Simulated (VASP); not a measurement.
Shape and ions are relaxed at each volume.

Input:

Space group P6₃/mmc (No. 194); a = 2.9360 Å, b = 2.9360 Å, c = 4.6494 Å, α = 90.00°, β = 90.00°, γ = 120.00°

| atom | site | symmetry | x | y | z |
|---|---|---|---|---|---|
| Ti | 2c | -6m2 | 0.3333 | 0.6667 | 0.2500 |

The numbers are results of PBE GGA, VASP's PBE PAW potentials (set 64) (plane waves; VASP), not measurements. Numerical set-up: 520 eV cut-off, 14×14×8 Γ-centred mesh, first-order Methfessel-Paxton smearing of 0.10 eV, potentials Ti_sv.

Problem. Give the energy at these volumes per atom, relative to the lowest: 16.31, 16.83, 17.35, 17.87, 18.39 Å³.

Solution. 24.1, 5.8, 0.0, 5.2, 19.9 meV/atom. A third-order Birch-Murnaghan fit gives B0 = 112 GPa and B0′ = 3.6.

Measured: bulk modulus 108 GPa at 0 K (computed value off by +3.4 %), as given by Vázquez-Parga, Fernández-Martínez, Viñes, J. Chem. Theory Comput. (2023), doi:10.1021/acs.jctc.3c00612, Supporting … [zero-point energy and finite temperature contributions removed].

The compound is Ti in the hcp structure. It was relaxed first.
